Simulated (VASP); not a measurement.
Consider the following.

```
K2S
1.0
    0.00000     3.72878     3.72878
    3.72878     0.00000     3.72878
    3.72878     3.72878     0.00000
K S
2 1
Cartesian
  1.86439   1.86439   1.86439
  5.59317   5.59317   5.59317
  7.45755   3.72878   3.72878
```

Method: PBE GGA, VASP's PBE PAW potentials (set 64) (plane waves; VASP 6.6.1). Run with 520 eV cut-off, Gaussian smearing of 0.050 eV, potentials K_sv S.

**Question.** Give the energies of bands 10 to 15 at the high-symmetry points, in eV from the valence-band maximum.

**Answer.** 
```
band      Γ      X      U      L      W
----  -----  -----  -----  -----  -----
10    -0.18  -0.72  -0.53  -0.61  -0.37
11    -0.18   0.00  -0.20  -0.06  -0.37
12    -0.18   0.00  -0.01  -0.06  -0.02
13     2.33   3.51   3.73   4.67   3.71
14     5.46   5.25   5.40   4.92   5.71
15     5.46   6.49   6.22   5.79   5.71
```

The gap is indirect, 2.33 eV, from the valence maximum at X to the conduction minimum at Γ.

The compound is K2S in the antifluorite structure. It was relaxed first.
